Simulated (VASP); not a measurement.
Given:

```
Ti
1.0
    1.45040    -2.51216     0.00000
    1.45040     2.51216     0.00000
    0.00000     0.00000     4.57725
Ti
2
Cartesian
  1.45040   0.83739   1.14431
  1.45040  -0.83739   3.43293
```

Level of theory: r2SCAN meta-GGA, VASP's PBE PAW potentials (set 64) (plane waves; VASP 6.6.1). Numerical set-up: 500 eV cut-off, 14×14×8 Γ-centred mesh, first-order Methfessel-Paxton smearing of 0.10 eV, potentials Ti_sv.

Energy and stress use the plane-wave basis of the starting cell.

Question: The ions, cell shape and volume at an external pressure of 10.0 GPa are relaxed. Predict the relaxed structure.

Answer: 
```
Ti
1.0
    1.43362    -2.48310     0.00000
    1.43362     2.48310     0.00000
    0.00000     0.00000     4.52433
Ti
2
Direct
  0.33333   0.66667   0.25000
  0.66667   0.33333   0.75000
```
Space group P6_3/mmc (194), at a tolerance of 0.03 Å.

Question: How do energy and volume change from the first to the last step?

Answer: The energy (σ→0) changes by +26.1 meV/atom and the volume by -3.4 %, in 3 ionic steps.

The compound is Ti in the hcp structure. This run relaxes it under an external pressure of 10 GPa. Symmetry was kept, so distortions that lower it aren't found.
